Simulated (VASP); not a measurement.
Level of theory: PBE GGA, VASP's PBE PAW potentials (set 64) (plane waves; VASP).

The input files of a VASP run:

### KPOINTS
```
Automatic mesh
0
Gamma
2 2 2
0.5 0.5 0.5
```

**POSCAR**
```
GaCuSe2
6.698960
 -0.4105689540   0.4105689540   0.8141660795
  0.4105689540  -0.4105689540   0.8141660795
  0.4105689540   0.4105689540  -0.8141660795
Ga Cu Se
2 2 4
Direct
  0.2500000000   0.7500000000   0.5000000000
  0.5000000000   0.5000000000   0.0000000000
  0.7500000000   0.2500000000   0.5000000000
  0.0000000000   0.0000000000   0.0000000000
  0.1212200000   0.1250000000   0.4962200000
  0.8750000000   0.3712200000   0.9962200000
  0.6287800000   0.6250000000   0.5037800000
  0.3750000000   0.8787800000   0.0037800000
```

INCAR:
```
SYSTEM = GaCuSe2
PREC = Accurate; ENCUT = 300; LREAL = F
LASPH = T
EDIFF = 1E-6; NELM = 100; ALGO = Normal
LMAXMIX = 4
ISMEAR = -1; SIGMA = 0.136
GGA = PE
ISIF = 2
LWAVE = F; LCHARG = F
```

POTCAR, in this order: Ga_d Cu Se (PBE.64 set). Program: vasp_std.

Task: What will the output report for the number of irreducible k-points (NKPTS), largest plane-wave count, number of space-group operations, FFT grid (NGX, NGY, NGZ)?

Result: 
- number of irreducible k-points (NKPTS): 3
- largest plane-wave count: 1955
- number of space-group operations: 8
- FFT grid (NGX, NGY, NGZ): 40 × 40 × 40

The structure comes from a computed database's GaCuSe2 entry; how it stands against other phases isn't given here. The cell was not relaxed at this level. The k-mesh is coarse (spacing up to 0.81 per Å, 2π included), so the numbers may not be converged in it. The run is one of a series of settings (KPOINTS 2×2×2 Γ-centred mesh shifted by (0.5, 0.5, 0.5) against the base run), some of them coarse on purpose.
